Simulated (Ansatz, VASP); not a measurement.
## Cross-check of NbGe2P4 (NbGe2P4 monolayer) between VASP and Ansatz

Wanted: the spread between two codes on one cell, functional and k mesh. The structure shown is the start of the Ansatz relaxation below; VASP solves that cell, so the two are compared at the walk's first step.

Main program and level: Ansatz 0.2.0; plane waves, with VASP 6.6.1 beside it; single point at PBE with D3(BJ).

## 1. Set-up

The cell holds 7 atoms: 4 P, 2 Ge and 1 Nb. Its edges and angles: a = 3.580 Å, b = 3.580 Å, c = 48.611 Å, α = 90.0°, β = 90.0°, γ = 120.0°. Vacuum lies along c.

## 2. Ansatz: relaxation, PBE with D3(BJ)

Ansatz runs on its default PAW (the set named soft_2) files.

The two programs are compared at the cell with which this relaxation starts, whose forces are those of its first step.

Contents of input.yaml:

```yaml
crystal:
  lattice:
    - [3.58, 0.0, 0.0]
    - [-1.79, 3.1003709455, 0.0]
    - [0.0, 0.0, 48.6113029368]
  atoms:
    - { symbol: P, position: [0.0, 0.0, 0.4093698131] }
    - { symbol: Ge, position: [0.3333333333, 0.6666666667, 0.4248717487] }
    - { symbol: P, position: [0.3333333333, 0.6666666667, 0.470128713] }
    - { symbol: Nb, position: [0.0, 0.0, 0.5], spin: 1.0 }
    - { symbol: P, position: [0.3333333333, 0.6666666667, 0.529871287] }
    - { symbol: Ge, position: [0.3333333333, 0.6666666667, 0.5751282513] }
    - { symbol: P, position: [0.0, 0.0, 0.5906301869] }
  periodic: [true, true, false]
magnetization:
  spin_polarized: true
kpoints:
  mp_grid: { grid: [12, 12, 1] }
hamiltonian:
  xc: pbe
  dispersion: d3bj
scf:
  occupations: { method: fermi_dirac, width: 0.05 }
  convergence: { dr2_threshold: 1.0e-09 }
relax:
  f_tol: 0.004
  max_steps: 90
  cell: {}
output:
  write_potential: true
  write_density: true
  volumetric_format: npy
```

Run with:

```bash
$ ansatz run input.yaml --threads 4 --pin off --max-ram 6144MiB --backend cpu --events-out ev --progress --plain --runs-dir out
```

Numbers of over 12 decimals in the logs are rounded to 6 here.

What it wrote:

```text
Warning: relax.cell: scf.convergence.dr2_threshold = 1e-9 eV is looser than the 1.97815484972e-10 eV advised for a relaxation that steers and ends on the stress (1e-10 eV for each atom of the cell: 7, times the square of relax.cell.stress_2d_tol = 0.05 N/m over 18.8 Å (the atoms' height at the walk's start and 5 Å past either face), 2.658e-2 GPa, over a crystal's default 0.05). What an SCF threshold leaves in a stress goes as its square root, and in the free energy as the threshold itself, and one threshold admits the most on a small cell: [figures from the program's tests cut] Set scf.convergence.dr2_threshold to 1.97815484972e-10 eV or tighter. [rest of the remark cut]
Engine: ansatz 0.2.0, x86_64-unknown-linux-gnu
Pseudopotentials: kind: paw
Pseudopotential: P, paw, valence charge 5, recommended cutoff 420 eV (normal), P.paw.azcp
Pseudopotential: Ge, paw, valence charge 14, recommended cutoff 420 eV (normal), Ge.paw.azcp
Pseudopotential: Nb, paw, valence charge 13, recommended cutoff 420 eV (normal), Nb.paw.azcp
Functional definition: PBE
  parameter kappa = 0.804
  parameter beta = 0.066725
  exchange = pbe_x(kappa = kappa, mu = beta*pi^2/3)
  correlation = pbe_c(beta = beta)
Crystal: 7 atoms, lattice volume = 539.553 Å³
Basis set: ecut = 420 eV, 10345 PW (Γ), exchange–correlation on 48×48×720 points (8 copies of the dense FFT grid, shifted against one another)
Bands: 38, of which v1, the nominal top of the filled ones, is band 31 counted from 1 (30 counted from 0)
Symmetry: 12 space group operations
Space group: P-6m2 (ITA 187), of the structure as read, at distance tolerance 8.1e-5 Å
Magnetic group: BNS 187.209 (UNI 1439), of the structure as read, at distance tolerance 8.1e-5 Å
k-points: 19 of 144 (time reversal used)
Non-local potential: P, projectors of the file, l = 0: 2, l = 1: 2, l = 2: 2
Non-local potential: Ge, projectors of the file, l = 0: 2, l = 1: 2, l = 2: 3, l = 3: 1
Non-local potential: Nb, projectors of the file, l = 0: 3, l = 1: 2, l = 2: 2, l = 3: 1
PAW form: soft (Blöchl's): semilocal exchange-correlation on the pseudo side does not see the compensation charge
PAW one-centre angular grid: P, 110 points (default); XC on 64 Gauss nodes
PAW one-centre angular grid: Ge, 590 points (default); XC on 64 Gauss nodes
PAW one-centre angular grid: Nb, 590 points (default); XC on 64 Gauss nodes
Initial density: superposition of atomic densities (neutral atoms: chi_scale 0, normalization atom)
Starting moments: Σ|m| = 1 μB on 1 of 7 sites
Initial wavefunctions: pseudopotential atomic-orbital guess
Functional: x = pbe(κ = 0.804, μ = 0.219515), c = pbe(β = 0.066725)
SCF iter   1: F=—  HF=-16168.932863 eV  |F-HF|=—  |Δ(HF+E_count)|=         —  Δρ=1.57e-2 (↑1.57e-2 ↓1.40e-2)  dr2=6.90e0  dr2_m=3.55e-2  M=0.593 μB ∫|m|=0.728 μB  β_m=0.30  ethr=3.10e-3  ⟨swp⟩=16.6  Hψ=10275  notcnv=0  defer=2
Mixer restart at iter 1: flushing history
preconditioner: auto → LDOS  [metal: Δε(μ)=0.030 eV  Ē_g=8.503 eV  σ=0.050 eV  W_gap=0.15  n_scr=28 (ndim 8)  ℏωp=9.2 eV  f_vac=0.732  D(μ)=1.93/eV (n_scr^D=12)]
spin=Collinear: LDOS preconditioning applied to the charge; magnetization (m = ρ↑ − ρ↓) channel mixes plain (no charge-response kernel on spin).
SCF iter   2: F=—  HF=-16167.810554 eV  |F-HF|=—  |Δ(HF+E_count)|=    1.12e0  Δρ=9.73e-3 (↑9.73e-3 ↓8.70e-3)  dr2=2.05e0  dr2_m=1.89e-2  M=0.560 μB ∫|m|=0.689 μB  β_m=0.48  ethr=3.10e-3  ⟨swp⟩=3.9  Hψ=3241  notcnv=0  defer=74
SCF iter   3: F=—  HF=-16167.544684 eV  |F-HF|=—  |Δ(HF+E_count)|=   2.66e-1  Δρ=2.71e-3 (↑2.71e-3 ↓2.67e-3)  dr2=7.47e-2  dr2_m=3.65e-3  M=0.490 μB ∫|m|=0.599 μB  β_m=0.65  ethr=3.10e-3  ⟨swp⟩=3.3  Hψ=2867  notcnv=0  defer=74
SCF iter   4: F=—  HF=-16167.581452 eV  |F-HF|=—  |Δ(HF+E_count)|=         —  Δρ=1.59e-3 (↑1.59e-3 ↓1.13e-3)  dr2=7.49e-3  dr2_m=8.46e-3  M=0.285 μB ∫|m|=0.363 μB  β_m=0.65  ethr=1.23e-4  ⟨swp⟩=3.7  Hψ=3767  notcnv=0  defer=64
SCF iter   5: F=—  HF=-16167.583436 eV  |F-HF|=—  |Δ(HF+E_count)|=   1.98e-3  Δρ=8.98e-4 (↑8.87e-4 ↓8.98e-4)  dr2=2.31e-4  dr2_m=3.86e-3  M=0.209 μB ∫|m|=0.271 μB  β_m=0.83  ethr=1.23e-5  ⟨swp⟩=3.0  Hψ=3025  notcnv=0  defer=64
SCF iter   6: F=—  HF=-16167.588043 eV  |F-HF|=—  |Δ(HF+E_count)|=   4.61e-3  Δρ=4.31e-4 (↑4.31e-4 ↓4.06e-4)  dr2=1.99e-3  dr2_m=6.67e-4  M=0.085 μB ∫|m|=0.114 μB  β_m=0.73  ethr=3.79e-7  ⟨swp⟩=5.1  Hψ=4753  notcnv=0  defer=64
[...]
SCF iter   4: F=—  HF=-16168.869163 eV  |F-HF|=—  |Δ(HF+E_count)|=   4.41e-8  Δρ=5.63e-7 (↑5.63e-7 ↓4.56e-7)  dr2=7.46e-9  dr2_m=5.79e-10  M=-0.000 μB ∫|m|=0.000 μB  β_m=0.61  ethr=4.30e-11  ⟨swp⟩=3.2  Hψ=2713  notcnv=0
SCF iter   5: F=—  HF=-16168.869163 eV  |F-HF|=—  |Δ(HF+E_count)|=   2.13e-8  Δρ=2.66e-7 (↑2.66e-7 ↓2.65e-7)  dr2=3.24e-10  dr2_m=2.43e-10  M=-0.000 μB ∫|m|=0.000 μB  β_m=0.69  ethr=1.22e-11  ⟨swp⟩=2.6  Hψ=2459  notcnv=0
SCF iter   6: F=-16168.869163 eV  HF=-16168.869163 eV  |F-HF|=9.93e-10  |Δ(HF+E_count)|=   5.52e-9  Δρ=1.07e-7 (↑9.31e-8 ↓1.07e-7)  dr2=5.22e-11  dr2_m=4.29e-11  M=-0.000 μB ∫|m|=0.000 μB  ethr=1.00e-12  ⟨swp⟩=7.6  Hψ=10606  notcnv=0
[...]
SCF iter   1: F=—  HF=-16168.868992 eV  |F-HF|=—  |Δ(HF+E_count)|=         —  Δρ=1.57e-6 (↑1.57e-6 ↓1.57e-6)  dr2=7.82e-9  dr2_m=8.71e-11  M=-0.000 μB ∫|m|=0.000 μB  β_m=0.65  ethr=8.65e-8  ⟨swp⟩=6.7  Hψ=17470  notcnv=0
eigensolver tolerance schedule: the retry pair's looser diagonalisation over-reported the residual by 6750.12 of it (diagonalisation noise at 0.23 of the residual, at the tolerance the schedule requests for it); recorded, not acted on — ethr = c·dr2/N_el stays at c = 1.0e-1
spin=Collinear: LDOS preconditioning applied to the charge; magnetization (m = ρ↑ − ρ↓) channel mixes plain (no charge-response kernel on spin).
SCF iter   2: F=—  HF=-16168.869022 eV  |F-HF|=—  |Δ(HF+E_count)|=   3.05e-5  Δρ=6.93e-7 (↑6.93e-7 ↓6.89e-7)  dr2=4.00e-9  dr2_m=4.82e-11  M=-0.000 μB ∫|m|=0.000 μB  β_m=0.49  ethr=1.28e-11  ⟨swp⟩=5.8  Hψ=5625  notcnv=0
SCF iter   3: F=—  HF=-16168.869022 eV  |F-HF|=—  |Δ(HF+E_count)|=   2.02e-9  Δρ=3.22e-7 (↑3.22e-7 ↓3.15e-7)  dr2=4.58e-10  dr2_m=3.18e-11  M=-0.000 μB ∫|m|=0.000 μB  β_m=0.56  ethr=6.55e-12  ⟨swp⟩=2.0  Hψ=2397  notcnv=0
SCF iter   4: F=-16168.869022 eV  HF=-16168.869022 eV  |F-HF|=6.29e-10  |Δ(HF+E_count)|=   2.38e-9  Δρ=7.13e-8 (↑7.13e-8 ↓5.18e-8)  dr2=9.93e-11  dr2_m=6.98e-12  M=-0.000 μB ∫|m|=0.000 μB  ethr=1.00e-12  ⟨swp⟩=12.8  Hψ=12120  notcnv=0
the starting moments were not kept: the SCF closed with an absolute magnetisation of 1.9e-5 μB, where they sum to 1 μB in size (1 site). That is at most 0.1 of that sum. Measured as dr2_m measures the in/out step, that magnetisation stands 4.9e-11 eV from none, at or under the dr2_threshold of 1.0e-9 eV: it is no larger than a step whose dr2_m would equal this threshold.
SCF 8 converged in 4 iterations: F = -16168.869022 eV  dr2 = 9.93e-11
relax step   8: F+E_penalty+E_count = -16168.86902242 eV  Δ(F+E_penalty+E_count) = +1.411e-4 eV  max|allowed force component| = 2.962e-4 eV/Å  Δτ_max = 0.0000 Å  P = -0.001 N/m  Ω = 535.988 Å³  fix = [c, alpha, beta]  reactions: c +0.000 N/m  stress off target by 9.89e-4 N/m on what of the cell is left free  SCF on the basis re-selected at this cell (its energy is not comparable with the rows above)  (4 SCF iters)
basis re-selected at this cell: Δ(F+E_penalty+E_count) = +1.411e-4 eV, ΔP = -0.004 N/m vs the last step (what re-selecting the basis moved, of the pressure what is left beyond the Pulay correction that the steps carried, after the strain that the cell walked since its last selection, with what the two solves' SCF thresholds leave and, on support functions, any second-order correction that the steps lacked; it is no m [...]
SCF converged after 4 iterations
Magnetization: -0.0000 μB (30.5000 up, 30.5000 down)
Absolute magnetization: 0.0000 μB (∫|ρ↑−ρ↓|, with the PAW one-centre terms)
Spin contamination: 0.0000 ħ² per cell (⟨S²⟩ above its minimum at these occupations)
Per-site moments (μB) at R_I (Å): [(-1.0776714284981497e-7, 0.959108), (-1.9346831816598755e-7, 0.959079), (5.792975573007848e-7, 0.959079), (-9.049321305628216e-6, 1.036739), (5.792975572678677e-7, 0.959079), (-1.9346831821513222e-7, 0.959079), (-1.0776714269528186e-7, 0.959108)]
Free energy (F): -16168.869022 eV
Harris-Foulkes:  -16168.869022 eV  (|F-HF|=6.29e-10)
Internal energy: -16168.850283 eV  (E = F + TS)
E sigma→0 (E₀):  -16168.859653 eV
Entropy (-TS):   -0.018739 eV (-2.677 meV/atom)
Fermi energy:    -5.493438 eV
--- Per-component energies (eV) ---
  E_band       = -1279.360007
  E_kinetic    = 898.284931
  E_local      = -261117.462527  (includes V_loc(G=0)·N_el)
  E_nonlocal   = 1094.185454
  E_hartree    = 129598.190616
  E_xc         = -572.475324
  E_vxc        = -584.994198  (∫ρ·V_xc dr)
  E_paw        = -9392.026281  (= ΣΔE_a)
  E_vpaw       = -765.758316  (= ΣTr[D̂ρ^β])
  E_aug_tail   = 0.000649  (compensation charges beyond the density's cutoff)
  E_ewald      = 123324.832307
  E_disp       = -2.380108  (pairwise vdW)
  E_smearing   = -0.018739  (= −TS)
  E_closure    = -0.000000  (closes the sum)
  Σ components = -16168.869022   (vs F -16168.869022, Δ=0.00e0)
--- Forces (eV/Å), atoms counted from 1 ---
  atom   1  P      0.00000000     0.00000000    -0.00014269
  atom   2  Ge     0.00000000    -0.00000000     0.00006441
  atom   3  P      0.00000000     0.00000000     0.00029620
  atom   4  Nb     0.00000000     0.00000000    -0.00000000
  atom   5  P      0.00000000     0.00000000    -0.00029620
  atom   6  Ge    -0.00000000    -0.00000000    -0.00006441
  atom   7  P      0.00000000     0.00000000     0.00014269
  max |Σ_I F_I| component: 7.96e-16 eV/Å
--- 2D stress c σ (N/m, compression-positive) ---
       -0.000989       0.000000       0.000000
        0.000000      -0.000989       0.000000
        0.000000       0.000000       0.000000
  P = ½ c Tr σ = -0.0010 N/m
--- Band table (eV; the first three rows and the last of 38) ---
  k-point 0 ↑: bands = [... 27 lower, -5.9695, -5.8152, -5.8152, -5.0288, -2.8842, -2.7609, -2.4553, -2.4553, ... 3 higher]
  k-point 1 ↑: bands = [... 27 lower, -6.1556, -5.9741, -5.9322, -5.0054, -2.7165, -2.6095, -2.2639, -2.2249, ... 3 higher]
  k-point 2 ↑: bands = [... 27 lower, -6.5499, -6.3297, -6.0668, -5.1639, -3.0535, -3.0183, -2.2172, -2.2099, ... 3 higher]
  k-point 18 ↓: bands = [... 27 lower, -7.7435, -6.8102, -6.0929, -4.7767, -3.8979, -3.8810, -3.1568, -2.6508, ... 3 higher]
  the weakly bound empty levels are not read free of the cell's end (no_gap_told)
--- Relaxed structure (7 steps of the walk, 7 accepted, 1 SCFs on fresh bases) ---
  F+E_penalty+E_count = -16168.86902242 eV   max|allowed force component| = 2.962e-4 eV/Å   (the final SCF, on the basis selected at the relaxed cell)
  cell:  # Å, volume = 535.9880 Å³
    - [3.568154, 0, 0.0]
    - [-1.784077, 3.090112, 0.0]
    - [0.0, 0.0, 48.6113029368]
  atoms:
    - { symbol: P, position: [1.0573552618554996e-17, -5.135725556199062e-17, 0.400376] }
    - { symbol: Ge, position: [0.333333, 0.666667, 0.422554] }
    - { symbol: P, position: [0.333333, 0.666667, 0.470383] }
    - { symbol: Nb, position: [1.0573552618554996e-17, -5.135725556199062e-17, 0.5] }
    - { symbol: P, position: [0.333333, 0.666667, 0.529617] }
    - { symbol: Ge, position: [0.333333, 0.666667, 0.577446] }
    - { symbol: P, position: [1.0573552618554996e-17, -5.135725556199062e-17, 0.599624] }
```

Reading the cycles: dr2 is the Hartree energy of the density residual (eV), the measure of convergence; HF is the Harris–Foulkes estimate of the energy, which meets the free energy F at convergence.

(Part 1 of 2 ends here.)

[Lines on the potential files, build, host, timing and source positions are cut from VASP's logs without a mark.]

[Logs are printed without paths, hosts, clocks, repeated set-up lines and the standing remarks that a program may print on its own settings, such as how far it seeks lower states.]

[Hosts, paths, dates, database ids (printed as entryN), source tags and the programs' standing remarks are cut or masked in the printed files.]
